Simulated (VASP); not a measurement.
Data:

```xyz
5
Lattice="4.2083 0.0000 0.0000 0.0000 4.2083 0.0000 0.0000 0.0000 4.2083" Properties=species:S:1:pos:R:3 pbc="T T T"
Ba     0.0000     0.0000     0.0000
Zr     2.1041     2.1041     2.1041
O      2.1041     0.0000     2.1041
O      0.0000     2.1041     2.1041
O      2.1041     2.1041     0.0000
```

Computed with SCAN meta-GGA, VASP's PBE PAW potentials (set 64) (plane waves; VASP). Numerical set-up: 520 eV cut-off, 6×6×6 Γ-centred mesh, tetrahedra with Blöchl corrections, potentials Ba_sv Zr_sv O.

Unless said otherwise, spin-orbit coupling is left out, though it shifts the bands of the heavy elements here.

Give the energies of bands 12 to 23 at the high-symmetry points, in eV from the valence-band maximum.

```tsv
band	Γ	X	M	R
12	-1.50	-3.70	-3.80	-3.79
13	-1.50	-1.91	-3.71	-3.79
14	-1.50	-1.91	-3.69	-3.52
15	-0.99	-1.77	-2.35	-2.55
16	-0.99	-1.71	-2.35	-2.55
17	-0.99	-1.71	-0.94	-2.55
18	-0.26	-1.65	-0.94	0.00
19	-0.26	-0.50	-0.85	0.00
20	-0.26	-0.50	-0.07	0.00
21	3.66	4.09	6.10	6.58
22	3.66	6.13	6.10	6.58
23	3.66	6.13	6.92	6.58
```

The gap is indirect, 3.66 eV, from the valence maximum at R to the conduction minimum at Γ.

The compound is BaZrO3 in the cubic perovskite structure. It was relaxed first.
